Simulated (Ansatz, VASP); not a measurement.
SiAs5: VASP beside Ansatz

```
CELL_PARAMETERS angstrom
5.41632 0.00000 0.00000
0.00000 5.41632 0.00000
0.00000 0.00000 5.41632
ATOMIC_POSITIONS crystal
Si 0.50000 0.50000 0.50000
As 0.72744 0.72744 0.72744
As 0.27256 0.27256 0.72744
As 0.27256 0.72744 0.27256
As 0.72744 0.27256 0.27256
As 0.00000 0.00000 0.00000
```

Alike in both runs: task relaxation of cell and atoms; functional PBE; k mesh 4 × 4 × 4; occupations gaussian, width 0.1 eV; no spin polarisation.

```csv
,VASP,Ansatz
version,VASP 6.6.1,Ansatz 0.2.0
potentials or method,"VASP PAW PBE potentials, release 64 (Si, As)","scalar-relativistic, plane waves, PAW"
plane-wave cutoff (eV),600,420
valence electrons in the cell,29,79
```

Ansatz gave:

| Property | Result |
| --- | --- |
| gap on the k mesh at the Fermi level, each at its own relaxed structure (eV) | none |
| relaxed volume (Å³/atom) | 28.20 |
| relaxed cell length with the largest relative difference (Å) | 5.531 |
| energy change over the relaxation (meV/atom) | -155 |

Estimate VASP's values.

gap on the k mesh at the Fermi level, each at its own relaxed structure (eV): none; relaxed volume (Å³/atom): 28.23; relaxed cell length with the largest relative difference (Å): 5.533; energy change over the relaxation (meV/atom): -159.

A gap of «none» marks a metal or a gap that the smearing closes. The two sets of potentials don't hold the same shells in valence.
